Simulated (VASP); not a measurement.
Input:

```yaml
crystal:
  lattice:
    - [4.47885, 0.00000, 0.00000]
    - [0.00000, 4.47885, 0.00000]
    - [0.00000, 0.00000, 4.47885]
  atoms:
    - { symbol: Mn, position: [0.86330, 0.63670, 0.36330], spin: 1.1 }
    - { symbol: Mn, position: [0.36330, 0.86330, 0.63670], spin: 1.1 }
    - { symbol: Mn, position: [0.13670, 0.13670, 0.13670], spin: 1.1 }
    - { symbol: Mn, position: [0.63670, 0.36330, 0.86330], spin: 1.1 }
    - { symbol: Si, position: [0.15417, 0.34583, 0.65417], spin: -0.1 }
    - { symbol: Si, position: [0.65417, 0.15417, 0.34583], spin: -0.1 }
    - { symbol: Si, position: [0.84583, 0.84583, 0.84583], spin: -0.1 }
    - { symbol: Si, position: [0.34583, 0.65417, 0.15417], spin: -0.1 }
```

Level of theory: r2SCAN meta-GGA, VASP's PBE PAW potentials (set 64) (plane waves; VASP 6.6.1). Numerical set-up: 400 eV cut-off, 8×8×8 Γ-centred mesh, tetrahedra with Blöchl corrections, potentials Mn_pv Si.

Give the spin-up energies of bands 28 to 41 at the high-symmetry points, in eV from the Fermi level.

```tsv
band	Γ	X	M	R	X1
28	-2.84	-2.73	-2.28	-3.19	-2.73
29	-2.35	-2.38	-1.91	-1.35	-2.38
30	-2.35	-2.38	-1.91	-1.35	-2.38
31	-2.35	-1.80	-1.70	-1.35	-1.80
32	-0.85	-1.80	-1.70	-1.35	-1.80
33	-0.85	-1.17	-1.47	-1.22	-1.17
34	-0.85	-1.17	-1.47	-1.22	-1.17
35	-0.85	-0.58	-1.10	-1.22	-0.58
36	-0.85	-0.58	-1.10	-1.22	-0.58
37	0.62	0.19	0.63	0.55	0.19
38	0.62	0.19	0.63	0.55	0.19
39	0.62	1.72	1.28	0.55	1.72
40	3.07	1.72	1.28	0.55	1.72
41	3.07	2.21	2.81	5.78	2.21
```

Give the spin-down energies of bands 28 to 41 at the high-symmetry points, in eV from the Fermi level.

```csv
band,Γ,X,M,R,X1
28,-2.22,-2.16,-1.10,-2.11,-2.16
29,-1.75,-1.38,-0.73,0.08,-1.38
30,-1.75,-1.38,-0.73,0.08,-1.38
31,-1.75,-0.49,-0.56,0.08,-0.49
32,0.80,-0.49,-0.56,0.08,-0.49
33,0.80,0.74,-0.40,0.23,0.74
34,0.80,0.74,-0.40,0.23,0.74
35,1.24,1.00,0.78,0.23,1.00
36,1.24,1.00,0.78,0.23,1.00
37,1.74,1.18,1.57,1.32,1.18
38,1.74,1.18,1.57,1.32,1.18
39,1.74,2.56,2.08,1.32,2.56
40,3.77,2.56,2.08,1.32,2.56
41,3.77,3.31,3.60,5.76,3.31
```

It has no gap at this level: it comes out as a metal or semimetal.

The compound is MnSi in the B20 structure. It was relaxed first, which changed the volume by -5 %.
